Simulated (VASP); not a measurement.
The system is Re.

```
Re
1.0
     2.76100    0.00000    0.00000
    -1.38050    2.39110    0.00000
     0.00000    0.00000    4.45600
Re
2
Direct
  0.33333 0.66667 0.25000
  0.66667 0.33333 0.75000
```

* Program: VASP 6.6.1
* Task: relaxation of cell and atoms
* Functional: PBEsol
* Potentials or basis: VASP PAW PBE potentials, release 64 (Re)
* Cutoff: 300 eV
* k mesh: 18 × 18 × 10
* Occupations: gaussian, width 0.1 eV
* Spin: no spin polarisation

At the start: pressure -5.9 GPa; volume 14.71 Å³/atom.

Question: How do energy, volume and symmetry change on relaxing?

Answer: Over 14 steps the energy falls by 4.1 meV/atom and the volume is 14.49 Å³/atom (-1.5 %); space group P6_3/mmc (No. 194, to 0.05 Å).

The path:
```tsv
step	energy change (eV)	largest force (eV/Å)	pressure (GPa)	volume (Å³)
1	0.0000	0.0000	-5.93	29.42
2	0.1569	0.0000	30.83	27.16
3	-0.0082	0.0000	-0.17	28.99
4	-0.0082	0.0000	-0.02	28.98
5	-0.0082	0.0000	0.10	28.97
6	-0.0082	0.0000	-0.35	29.01
7	-0.0082	0.0000	-0.03	28.98
8	-0.0082	0.0000	-0.03	28.98
9	-0.0082	0.0000	-0.19	28.99
10	-0.0082	0.0000	-0.05	28.98
11	-0.0082	0.0000	-0.05	28.98
12	-0.0082	0.0000	-0.04	28.98
13	-0.0082	0.0000	0.05	28.98
14	-0.0082	0.0000	0.01	28.98
```

Final structure:
```
Re
1.0
     2.74667    0.00000    0.00000
    -1.37333    2.37869    0.00000
     0.00000    0.00000    4.43571
Re
2
Direct
  0.33333 0.66667 0.25000
  0.66667 0.33333 0.75000
```

Caveat: the PAW data sets were made with another functional, which shifts forces and pressure a little.
